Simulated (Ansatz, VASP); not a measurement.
# Bi (Bismuth): VASP beside Ansatz

Aim: how closely do two programs agree when they are given the same cell, functional and k mesh? The cell is taken from a series of VASP runs on this material, whose earlier steps may have relaxed, scaled or displaced it; both programs get it as it stands.

Program: Ansatz 0.2.0. Level of theory: plane waves, with VASP 6.6.1 beside it; single point at PBEsol and band structure at PBEsol, spin-orbit coupling. Results are calculated unless marked as measured.

## 1. The starting structure

Symmetry: R-3m, No. 166, trigonal system. Conventional cell: a = 4.514 Å, b = 4.514 Å, c = 11.773 Å, α = 90.00°, β = 90.00°, γ = 120.00°. Nearest to Bi lie 3 Bi at 3.06 Å.

Structure file:

```xyz
2
Lattice="2.2569 1.3030 3.9243 -2.2569 1.3030 3.9243 0.0000 -2.6061 3.9243" Properties=species:S:1:pos:R:3 pbc="T T T"
Bi    0.0000    0.0000    2.7661
Bi    0.0000    0.0000    9.0069
```

## 2. VASP: single point, PBEsol

A single point gives forces, pressure and levels at one fixed geometry, so differences don't come from the geometry; what else differs is listed under the comparison.

Lines of VASP's logs that name or quote its potential files are left out, and so is its time.

File INCAR:

```
SYSTEM = Bi
PREC = Accurate
ENCUT = 400
EDIFF = 1E-06
NELM = 100
ISMEAR = -5
SIGMA = 0.2
LREAL = .FALSE.
ALGO = Normal
GGA = PS
NBANDS = 27
LORBIT = 11
LWAVE = .FALSE.
LCHARG = .FALSE.
KPAR = 2
NEDOS = 2001
```

File POSCAR:

```
Bi
1.0
    2.2569148546      1.3030303989      3.9243476710
   -2.2569148546      1.3030303989      3.9243476710
    0.0000000000     -2.6060607977      3.9243476710
Bi
2
Direct
    0.2349557539      0.2349557539      0.2349557539
    0.7650442461      0.7650442461      0.7650442461
```

File KPOINTS:

```
Automatic mesh
0
Gamma
9 9 9
0 0 0
```

Potentials, in the order of the species: Bi_d (PBE family, release 64).

Command:

```
$ mpirun -np 2 vasp_std
```

Numbers of over 12 decimals in the logs are rounded to 6 here.

Output:

```text
[banner, memory and clock lines left out]
running    2 mpi-ranks, on    1 nodes
 distrk:  each k-point on    1 cores,    2 groups
 distr:  one band on    1 cores,    1 groups

 POSCAR found type information on POSCAR Bi
 POSCAR found :  1 types and       2 ions
|                                                                             |
|               ----> ADVICE to this user running VASP <----                  |
|                                                                             |
|     You enforced a specific xc type in the INCAR file but a different       |
|     [... a line on the potential file left out ...]
|     I HOPE YOU KNOW WHAT YOU ARE DOING!                                     |
|                                                                             |

 LDA part: xc-table for (Slater+PW92), standard interpolation
 POSCAR, INCAR and KPOINTS ok, starting setup
 FFT: planning ... GRIDC
 FFT: planning ... GRID_SOFT
 FFT: planning ... GRID
 WAVECAR not read
 entering main loop
       N       E                     dE             d eps       ncg     rms          rms(c)
DAV:   1     0.297376921386E+03    0.29738E+03   -0.13546E+04  4634   0.113E+03
DAV:   2     0.191663262985E+02   -0.27821E+03   -0.26845E+03  4719   0.346E+02
DAV:   3    -0.768095600309E+01   -0.26847E+02   -0.26598E+02  5436   0.119E+02
DAV:   4    -0.859279404554E+01   -0.91184E+00   -0.91108E+00  5792   0.241E+01
DAV:   5    -0.862693489726E+01   -0.34141E-01   -0.34136E-01  6537   0.409E+00    0.109E+00
DAV:   6    -0.861474299802E+01    0.12192E-01   -0.18120E-02  6185   0.131E+00    0.631E-01
DAV:   7    -0.860985486125E+01    0.48881E-02   -0.10673E-02  6153   0.102E+00    0.118E-01
DAV:   8    -0.860985846557E+01   -0.36043E-05   -0.13019E-03  5598   0.350E-01    0.214E-02
DAV:   9    -0.860987121679E+01   -0.12751E-04   -0.66009E-05  6587   0.518E-02    0.810E-03
DAV:  10    -0.860986873987E+01    0.24769E-05   -0.45701E-06  5477   0.209E-02    0.178E-03
DAV:  11    -0.860986872586E+01    0.14007E-07   -0.26017E-07  3037   0.424E-03
   1 F= -.86098687E+01 E0= -.86098687E+01  d E =0.000000E+00
|                                                                             |
|           W    W    AA    RRRRR   N    N  II  N    N   GGGG   !!!           |
|           W    W   A  A   R    R  NN   N  II  NN   N  G    G  !!!           |
|           W    W  A    A  R    R  N N  N  II  N N  N  G       !!!           |
|           W WW W  AAAAAA  RRRRR   N  N N  II  N  N N  G  GGG   !            |
|           WW  WW  A    A  R   R   N   NN  II  N   NN  G    G                |
|           W    W  A    A  R    R  N    N  II  N    N   GGGG   !!!           |
|                                                                             |
|     Tetrahedron method does not include variations of the Fermi             |
|     occupations, so forces and stress will be inaccurate. We suggest        |
|     using a different smearing scheme ISMEAR = 1 or 2 for metals in         |
|     relaxations.                                                            |
|                                                                             |
```

OUTCAR, selected parts (step 2):

```text
ion  position               nearest neighbor table
   1  0.235  0.235  0.235-   2 3.06   2 3.06   2 3.06   2 3.49   2 3.49   2 3.49
   2  0.765  0.765  0.765-   1 3.06   1 3.06   1 3.06   1 3.49   1 3.49   1 3.49

  LATTYP: Found a trigonal (rhomboedric) cell.
 ALAT       =     4.7108446721
 COS(alpha) =     0.5409470568

 Subroutine GETGRP returns: Found 12 space group operations
 (whereof 12 operations were pure point group operations)

The static configuration has the point symmetry D_3d.

 Found     85 irreducible k-points:

   k-points           NKPTS =     85   k-points in BZ     NKDIM =     85   number of bands    NBANDS=     27

   dimension x,y,z NGX =    32 NGY =   32 NGZ =   32
   dimension x,y,z NGXF=    64 NGYF=   64 NGZF=   64

   ENCUT  =  400.0 eV  29.40 Ry    5.42 a.u.   7.68  7.68  7.68*2*pi/ulx,y,z

   NELECT =      30.0000    total number of electrons

 k-points in reciprocal lattice and weights: Automatic mesh
   0.00000000  0.00000000  0.00000000       0.001
   0.11111111 -0.00000000 -0.00000000       0.008
   0.22222222 -0.00000000 -0.00000000       0.008
   0.33333333  0.00000000 -0.00000000       0.008
   0.44444444 -0.00000000 -0.00000000       0.008
   0.11111111  0.11111111  0.00000000       0.008
   0.22222222  0.11111111 -0.00000000       0.016
   0.33333333  0.11111111 -0.00000000       0.016
   0.44444444  0.11111111 -0.00000000       0.016
[...]
0.44444444  0.44444444  0.44444444       0.003
  -0.44444444  0.44444444  0.44444444       0.008

 average (electrostatic) potential at core
       1-104.1851       2-104.1851

 E-fermi :   6.2895

 k-point     1 :       0.0000    0.0000    0.0000
  band No.  band energies     occupation
    ...
     11      -6.8478      2.00000
     12      -1.0681      2.00000
     13       4.8122      2.00000
     14       5.1373      2.00000
     15       5.1373      2.00000
     16       8.9416      0.00000
     17       9.3603      0.00000
     18       9.3603      0.00000
     19      11.9174      0.00000
     20      12.1069      0.00000
    ...

 k-point     2 :       0.1111   -0.0000   -0.0000
  band No.  band energies     occupation
    ...
     11      -6.7294      2.00000
     12      -1.3482      2.00000
     13       4.8717      2.00000
     14       5.1304      2.00000
     15       5.1406      2.00000
     16       8.6795      0.00000
     17       8.8563      0.00000
     18       9.0626      0.00000
     19      11.4443      0.00000
     20      11.8462      0.00000
    ...

 k-point     3 :       0.2222   -0.0000   -0.0000
  band No.  band energies     occupation
    ...
     11      -6.3787      2.00000
     12      -2.0763      2.00000
     13       4.9322      2.00000
     14       5.1284      2.00000
     15       5.2546      2.00000
     16       7.7153      0.00000
     17       8.2500      0.00000
     18       8.4022      0.00000
     19      11.4222      0.00000
     20      12.2367      0.00000
    ...

  Total        0.0598471      0.0598471     -0.0466517      0.0000000     -0.0000000      0.0000000
  in kB        1.3847308      1.3847308     -1.0794186      0.0000000     -0.0000000      0.0000000
  external PRESSURE =       0.5633476 kB  Pullay stress =       0.0000000 kB

  energy-cutoff  :      400.00
  volume of cell :       69.25
      direct lattice vectors                 reciprocal lattice vectors
     2.256914855  1.303030399  3.924347671     0.221541366  0.127906967  0.084939807
    -2.256914855  1.303030399  3.924347671    -0.221541366  0.127906967  0.084939807
     0.000000000 -2.606060798  3.924347671     0.000000000 -0.255813935  0.084939807

 POSITION                                       TOTAL-FORCE (eV/Angst)
 -----------------------------------------------------------------------------------
      0.00000      0.00000      2.76614         0.000000      0.000000      0.105747
      0.00000      0.00000      9.00690         0.000000     -0.000000     -0.105747
 -----------------------------------------------------------------------------------
    total drift:                                0.000000      0.000000     -0.000000

  FREE ENERGIE OF THE ION-ELECTRON SYSTEM (eV)
  ---------------------------------------------------
  free  energy   TOTEN  =        -8.6098687259 eV

  energy  without entropy=       -8.6098687259  energy(sigma->0) =       -8.60986873

 total charge
# of ion       s       p       d       tot
------------------------------------------
    1        1.524   1.361   9.914  12.800
    2        1.524   1.361   9.914  12.800
--------------------------------------------------
tot          3.049   2.722  19.828  25.599

[... 3 further parts left out ...]
```

With tetrahedra the forces and stress of a metal are not exact derivatives of the energy.

## 3. Ansatz: single point, PBEsol

Ansatz runs on its default PAW (the set named soft_2) files.

The same cell, functional, mesh and smearing now go to Ansatz, which takes its cutoff from its data sets.

File input.yaml:

```yaml
crystal:
  lattice:
    - [2.2569148546, 1.3030303989, 3.924347671]
    - [-2.2569148546, 1.3030303989, 3.924347671]
    - [0.0, -2.6060607977, 3.924347671]
  atoms:
    - { symbol: Bi, position: [0.2349557539, 0.2349557539, 0.2349557539] }
    - { symbol: Bi, position: [0.7650442461, 0.7650442461, 0.7650442461] }
hamiltonian:
  xc: pbesol
  pseudopotentials: { kind: paw }
kpoints:
  mp_grid: { grid: [9, 9, 9] }
scf:
  occupations: { method: tetrahedron }
output:
  forces: true
  stress: true
```

Command:

```
$ ansatz run input.yaml --threads 2 --pin off --max-ram 4608MiB --backend cpu --events-out ev --progress --plain --runs-dir out
```

Output:

```text
Warning: output.forces, output.stress, relax.cell or npt_langevin: where a Kohn–Sham band that disperses or a degenerate level is filled in part under the method tetrahedron, the forces or the stress that this run publishes need not agree with its energy (scf.occupations.method in the input reference, under Limitations); prefer a smearing scheme for the forces or the stress
Engine: ansatz 0.2.0, aarch64-unknown-linux-gnu
Pseudopotentials: kind: paw
Pseudopotential: Bi, paw, valence charge 15, recommended cutoff 420 eV (normal), Bi.paw.azcp
Functional definition: PBEsol
  exchange = pbesol_x
  correlation = pbesol_c
Crystal: 2 atoms, lattice volume = 69.245 Å³
Basis set: ecut = 420 eV, 1333 PW (Γ), exchange–correlation on 64×64×64 points (8 copies of the dense FFT grid, shifted against one another)
Bands: 19, of which v1, the nominal top of the filled ones, is band 15 counted from 1 (14 counted from 0)
Symmetry: 12 space group operations
Space group: R-3m (ITA 166), of the structure as read, at distance tolerance 4.1e-5 Å
k-points: 85 of 729
Non-local potential: Bi, projectors of the file, l = 0: 2, l = 1: 2, l = 2: 2, l = 3: 2
PAW form: soft (Blöchl's): semilocal exchange-correlation on the pseudo side does not see the compensation charge
PAW frozen core: Bi, regenerated for the run's functional, and the local potential with it (the file was generated under x = pbe(κ = 0.804, μ = 0.219515), c = pbe(β = 0.066725))
PAW one-centre angular grid: Bi, 590 points (default); XC on 64 Gauss nodes
Initial density: superposition of atomic densities (neutral atoms: chi_scale 0, normalization atom), corrected by the library's trained network
Initial wavefunctions: pseudopotential atomic-orbital guess
Functional: x = pbesol(κ = 0.804, μ = 0.123457), c = pbesol(β = 0.046)
SCF iter   1: F=—  HF=-24484.008840 eV  |F-HF|=—  |Δ(HF+E_count)|=         —  Δρ=1.75e-3  dr2=2.37e-3  ethr=1.77e-3  ⟨swp⟩=6.7  Hψ=8015  notcnv=0
preconditioner: auto → Kerker (q_TF=auto, 2.373 Å⁻¹)  [metal: no gap  n_scr=14 (ndim 8)  ℏωp=24.4 eV  f_vac=0.002]
SCF iter   2: F=—  HF=-24484.008265 eV  |F-HF|=—  |Δ(HF+E_count)|=   5.75e-4  Δρ=1.03e-3  dr2=9.33e-4  ethr=7.91e-6  ⟨swp⟩=3.2  Hψ=4368  notcnv=0
SCF iter   3: F=—  HF=-24484.008048 eV  |F-HF|=—  |Δ(HF+E_count)|=   2.17e-4  Δρ=3.04e-4  dr2=6.82e-5  ethr=3.11e-6  ⟨swp⟩=2.7  Hψ=3314  notcnv=0
SCF iter   4: F=—  HF=-24484.008039 eV  |F-HF|=—  |Δ(HF+E_count)|=   9.24e-6  Δρ=1.29e-4  dr2=2.50e-5  ethr=2.27e-7  ⟨swp⟩=2.0  Hψ=3230  notcnv=0
SCF iter   5: F=—  HF=-24484.008036 eV  |F-HF|=—  |Δ(HF+E_count)|=   2.74e-6  Δρ=4.23e-5  dr2=2.18e-6  ethr=8.32e-8  ⟨swp⟩=2.1  Hψ=2390  notcnv=0
SCF iter   6: F=-24484.008037 eV  HF=-24484.008037 eV  |F-HF|=9.75e-9  |Δ(HF+E_count)|=   2.79e-7  Δρ=9.57e-6  dr2=9.67e-8  ethr=3.33e-10  ⟨swp⟩=4.0  Hψ=7955  notcnv=0
SCF 1 converged in 6 iterations: F = -24484.008037 eV  dr2 = 9.67e-8
  greatest PAW one-centre occupation: 0.987 electrons in one spin orbital (limit 2), on the Bi atom at site 1 (counted from 0), in its partial waves of l = 2
SCF converged after 6 iterations
Stability not checked: this state was not tested for a lower state beside it, because cold or Methfessel-Paxton smearing, or corrected tetrahedra, fill the levels in a way that the test cannot read (fill_not_monotonic; see scf.lower_state_search)
Free energy (F): -24484.008037 eV
Harris-Foulkes:  -24484.008037 eV  (|F-HF|=9.75e-9)
Internal energy: -24484.008037 eV  (E = F + TS)
E sigma→0 (E₀):  -24484.008037 eV
Fermi energy:    9.731996 eV
--- Per-component energies (eV) ---
  E_band       = -214.988854
  E_kinetic    = 605.762968
  E_local      = -3091.216014  (includes V_loc(G=0)·N_el)
  E_nonlocal   = 1122.953105
  E_hartree    = 1005.095205
  E_xc         = -300.294721
  E_vxc        = -288.034111  (∫ρ·V_xc dr)
  E_paw        = -21019.226828  (= ΣΔE_a)
  E_vpaw       = -574.652147  (= ΣTr[D̂ρ^β])
  E_aug_tail   = -0.000931  (compensation charges beyond the density's cutoff)
  E_ewald      = -2807.260326
  E_core_change = 0.179504  (= ΣΔE_core)
  E_smearing   = 0.000000  (= −TS)
  E_closure    = -0.000000  (closes the sum)
  Σ components = -24484.008037   (vs F -24484.008037, Δ=0.00e0)
--- Forces (eV/Å), atoms counted from 1 ---
  atom   1  Bi     0.00000000     0.00000000     0.09867514
  atom   2  Bi     0.00000000    -0.00000000    -0.09867514
  max |Σ_I F_I| component: 6.94e-18 eV/Å
--- Stress (GPa, compression-positive) ---
        0.225958       0.000000      -0.000000
        0.000000       0.225958      -0.000000
       -0.000000      -0.000000      -0.019455
  P = ⅓ Tr σ = 0.1442 GPa (1.442 kbar)
--- Band table (eV; the first three rows and the last of 85) ---
  k-point 0: bands = [... 11 lower, 2.3949, 8.2510, 8.5772, 8.5772, 12.3867, 12.8014, 12.8014, 15.3481]
  k-point 1: bands = [... 11 lower, 2.1137, 8.3106, 8.5704, 8.5811, 12.1232, 12.2989, 12.5027, 14.8793]
  k-point 2: bands = [... 11 lower, 1.3833, 8.3713, 8.5686, 8.6961, 11.1588, 11.6913, 11.8406, 14.8584]
  k-point 84: bands = [... 11 lower, -0.1860, 7.4873, 8.7698, 9.1347, 10.5628, 10.9981, 12.2825, 16.4179]
```

Elapsed: 2.4 s, on 2 threads of Arm Neoverse V2, shared host; peak memory 0.37 GiB.

The run ends at a pressure of 0.14 GPa, with forces up to 0.099 eV/Å.

## 4. Side by side

Known differences besides the potentials themselves: the cutoff is 420 eV in Ansatz and 400 eV in VASP; Ansatz makes its cores anew for this functional, VASP keeps those of its PBE data sets; VASP leaves aspherical gradient terms in its spheres out (LASPH is not set), Ansatz keeps them. Total energies have different zeros and are not compared.

The two programs side by side:

```csv
quantity,Ansatz,VASP,difference
pressure (GPa),0.14,0.06,+0.09
```

Forces (eV/Å; atoms numbered as in POSCAR):

```csv
atom,"Ansatz x, y, z","VASP x, y, z"
Bi1,"0.000, 0.000, 0.099","0.000, 0.000, 0.106"
Bi2,"0.000, 0.000, -0.099","0.000, 0.000, -0.106"
```

The forces differ by 4.1 meV/Å r.m.s., which is 6.7 % of the r.m.s. force of 0.06 eV/Å (both taken over all components). Ansatz's pressure holds a Pulay correction of 0.03 GPa; VASP's holds none.

(Continued in part 2 of 2.)

[Lines on the potential files, build, host, timing and source positions are cut from VASP's logs without a mark.]

[Logs are printed without paths, hosts, clocks, repeated set-up lines and the standing remarks that a program may print on its own settings, such as how far it seeks lower states.]

[Hosts, paths, dates, database ids (printed as entryN), source tags and the programs' standing remarks are cut or masked in the printed files.]
